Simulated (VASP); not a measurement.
Method: PBEsol GGA, VASP's PBE PAW potentials (set 64) (plane waves; VASP 6.6.1).

VASP input:

### INCAR
```
! general
SYSTEM   =  Co
PREC     =  Accurate
ENCUT    =  400
LREAL    =  .False.
LASPH    =  .True.

! electronic loop
EDIFF    =  1E-6
NELM     =  100
ALGO     =  Normal
LMAXMIX  =  4

! smearing
ISMEAR   =  1
SIGMA    =  0.1

! functional
GGA      =  PS

! spin
ISPIN    =  2
MAGMOM   =  1.8 1.8

! ions
IBRION   =  2
NSW      =  60
ISIF     =  3
EDIFFG   =  -0.01

! output
LWAVE    =  .False.
LCHARG   =  .False.
LORBIT   =  10
```

**KPOINTS**
```
Automatic mesh
0
Gamma
15 15 8
0 0 0
```

File POSCAR:
```
Co
1
    1.2550000000    -2.1737240000     0.0000000000
    1.2550000000     2.1737240000     0.0000000000
    0.0000000000     0.0000000000     4.0700000000
Co
2
Direct
  0.3333330000   0.6666670000   0.2500000000
  0.6666670000   0.3333330000   0.7500000000
```

POTCAR, in this order: Co (PBE.64 set). Program: vasp_std.

What VASP printed:

File OSZICAR:
```
       N       E                     dE             d eps       ncg     rms          rms(c)
DAV:   1     0.691638588350E+02    0.69164E+02   -0.70102E+03  8228   0.130E+03
DAV:   2    -0.161249064711E+02   -0.85289E+02   -0.78929E+02  8114   0.237E+02
DAV:   3    -0.179264502825E+02   -0.18015E+01   -0.17527E+01  9710   0.483E+01
DAV:   4    -0.179552268377E+02   -0.28777E-01   -0.28771E-01 11680   0.463E+00
DAV:   5    -0.179554353156E+02   -0.20848E-03   -0.20848E-03  9986   0.373E-01    0.154E+01
DAV:   6    -0.159689524054E+02    0.19865E+01   -0.16689E+01  8646   0.824E+01    0.764E+00
DAV:   7    -0.154398606568E+02    0.52909E+00   -0.23693E+00  8919   0.300E+01    0.381E+00
DAV:   8    -0.154206762341E+02    0.19184E-01   -0.20171E-02 11295   0.153E+00    0.169E+00
DAV:   9    -0.154040401680E+02    0.16636E-01   -0.55976E-03 11619   0.129E+00    0.537E-01
DAV:  10    -0.154035400794E+02    0.50009E-03   -0.65020E-04 10969   0.352E-01    0.228E-01
DAV:  11    -0.154032660209E+02    0.27406E-03   -0.18433E-04 11322   0.214E-01    0.301E-02
DAV:  12    -0.154032585823E+02    0.74386E-05   -0.81561E-06  8631   0.293E-02    0.168E-02
DAV:  13    -0.154032567458E+02    0.18365E-05   -0.20672E-06  6004   0.197E-02    0.811E-03
DAV:  14    -0.154032567429E+02    0.29274E-08   -0.54237E-07  5026   0.926E-03
   1 F= -.15403257E+02 E0= -.15403213E+02  d E =-.154033E+02  mag=     3.2787
       N       E                     dE             d eps       ncg     rms          rms(c)
DAV:   1    -0.202770968067E+02   -0.48738E+01   -0.57069E+01  8121   0.131E+02    0.199E+01
DAV:   2    -0.159864976045E+02    0.42906E+01   -0.17993E+01  8772   0.922E+01    0.104E+01
DAV:   3    -0.155028586404E+02    0.48364E+00   -0.17013E+00  8975   0.260E+01    0.494E+00
DAV:   4    -0.154293271046E+02    0.73532E-01   -0.30227E-02 10792   0.173E+00    0.169E+00
DAV:   5    -0.153665778248E+02    0.62749E-01   -0.14474E-02 12642   0.172E+00    0.356E-01
DAV:   6    -0.153668084018E+02   -0.23058E-03   -0.35659E-03  9129   0.937E-01    0.162E-01
DAV:   7    -0.153669608818E+02   -0.15248E-03   -0.78929E-05 10113   0.105E-01    0.870E-02
DAV:   8    -0.153669620602E+02   -0.11784E-05   -0.15104E-05  9670   0.610E-02    0.427E-02
DAV:   9    -0.153669544558E+02    0.76044E-05   -0.36537E-06  9457   0.216E-02    0.552E-03
DAV:  10    -0.153669538560E+02    0.59976E-06   -0.27968E-07  4624   0.639E-03
   2 F= -.15366954E+02 E0= -.15366949E+02  d E =0.363029E-01  mag=     3.0255
       N       E                     dE             d eps       ncg     rms          rms(c)
DAV:   1    -0.169135462495E+02   -0.15466E+01   -0.17656E+01  8100   0.815E+01    0.943E+00
DAV:   2    -0.157637531023E+02    0.11498E+01   -0.65723E+00  8730   0.505E+01    0.566E+00
DAV:   3    -0.155211800963E+02    0.24257E+00   -0.67349E-01  8667   0.169E+01    0.277E+00
DAV:   4    -0.155005600361E+02    0.20620E-01   -0.11706E-02  9727   0.122E+00    0.112E+00
DAV:   5    -0.154808605617E+02    0.19699E-01   -0.62388E-03 12192   0.108E+00    0.221E-01
DAV:   6    -0.154809270874E+02   -0.66526E-04   -0.33656E-04  9285   0.226E-01    0.947E-02
DAV:   7    -0.154810194870E+02   -0.92400E-04   -0.22041E-05 10882   0.549E-02    0.582E-02
DAV:   8    -0.154810276399E+02   -0.81528E-05   -0.51380E-06  9234   0.324E-02    0.195E-02
DAV:   9    -0.154810287183E+02   -0.10784E-05   -0.46025E-07  4179   0.107E-02    0.280E-03
DAV:  10    -0.154810289920E+02   -0.27370E-06   -0.23480E-07  4113   0.489E-03
   3 F= -.15481029E+02 E0= -.15481403E+02  d E =-.777722E-01  mag=     3.1668
       N       E                     dE             d eps       ncg     rms          rms(c)
DAV:   1    -0.154815023089E+02   -0.47359E-03   -0.52376E-03  8114   0.135E+00    0.172E-01
DAV:   2    -0.154811433991E+02    0.35891E-03   -0.19786E-03  8674   0.921E-01    0.107E-01
DAV:   3    -0.154810672209E+02    0.76178E-04   -0.21785E-04  8667   0.303E-01    0.470E-02
DAV:   4    -0.154810611916E+02    0.60293E-05   -0.29675E-06  8894   0.227E-02    0.168E-02
DAV:   5    -0.154810561069E+02    0.50847E-05   -0.10567E-06  4447   0.166E-02    0.281E-03
DAV:   6    -0.154810560348E+02    0.72053E-07   -0.50844E-07  4155   0.855E-03
   4 F= -.15481056E+02 E0= -.15481442E+02  d E =-.777993E-01  mag=     3.1640
       N       E                     dE             d eps       ncg     rms          rms(c)
DAV:   1    -0.154823789043E+02   -0.13228E-02   -0.38125E-02  9066   0.168E+00    0.214E-01
DAV:   2    -0.154815512606E+02    0.82764E-03   -0.57520E-04 10893   0.426E-01    0.108E-01
DAV:   3    -0.154812830059E+02    0.26825E-03   -0.35802E-04 10067   0.220E-01    0.289E-02
DAV:   4    -0.154812915623E+02   -0.85564E-05   -0.30186E-05  9716   0.803E-02    0.799E-03
DAV:   5    -0.154812891076E+02    0.24547E-05   -0.16484E-06  5770   0.256E-02    0.507E-03
DAV:   6    -0.154812884257E+02    0.68197E-06   -0.73058E-07  4297   0.119E-02
   5 F= -.15481288E+02 E0= -.15481680E+02  d E =-.232391E-03  mag=     3.1594
```

**OUTCAR**
```
------------------------ aborting loop because EDIFF is reached ----------------------------------------
  FORCE on cell =-STRESS in cart. coord.  units (eV):
  Direction    XX          YY          ZZ          XY          YZ          ZX
  --------------------------------------------------------------------------------------
  Total        0.0048710      0.0048710      0.0026684      0.0000000      0.0000000      0.0000000
  in kB        0.3780221      0.3780222      0.2070839      0.0000000      0.0000000      0.0000000
  external PRESSURE =       0.3210427 kB  Pullay stress =       0.0000000 kB
  volume of cell :       20.65
      direct lattice vectors                 reciprocal lattice vectors
     1.227048385 -2.125310367  0.000000000     0.407481894 -0.235259757 -0.000000000
     1.227048385  2.125310367 -0.000000000     0.407481894  0.235259757 -0.000000000
     0.000000000 -0.000000000  3.958230786     0.000000000  0.000000000  0.252638124
 POSITION                                       TOTAL-FORCE (eV/Angst)
 -----------------------------------------------------------------------------------
      1.22705      0.70844      0.98956        -0.000000     -0.000000      0.000000
      1.22705     -0.70844      2.96867         0.000000      0.000000      0.000000
 -----------------------------------------------------------------------------------
    total drift:                               -0.000022     -0.000005     -0.000029
  FREE ENERGIE OF THE ION-ELECTRON SYSTEM (eV)
  ---------------------------------------------------
  free  energy   TOTEN  =       -15.4812884257 eV

  energy  without entropy=      -15.4824625542  energy(sigma->0) =      -15.48167980

 total charge

# of ion       s       p       d       tot
------------------------------------------
    1        0.511   0.570   7.292   8.372
    2        0.511   0.570   7.292   8.372
--------------------------------------------------
tot          1.022   1.139  14.583  16.744

 magnetization (x)

# of ion       s       p       d       tot
------------------------------------------
    1       -0.015  -0.050   1.651   1.585
    2       -0.015  -0.050   1.651   1.585
--------------------------------------------------
tot         -0.030  -0.101   3.301   3.170

 reached required accuracy - stopping structural energy minimisation
```
(Selected blocks of OUTCAR.)

CONTCAR:
```
Co
   1.00000000000000
     1.2270483851976828   -2.1253103671623594    0.0000000000000000
     1.2270483851976828    2.1253103671623594   -0.0000000000000000
     0.0000000000000000   -0.0000000000000000    3.9582307856531833
  Co
     2
Direct
     0.3333330000000032    0.6666669999999968    0.2500000000000000
     0.6666669999999968    0.3333330000000032    0.7500000000000000
```

Energy and stress use the plane-wave basis of the starting cell.

The compound is Co in the hcp structure. This run relaxes it. Symmetry was kept, so distortions that lower it aren't found.
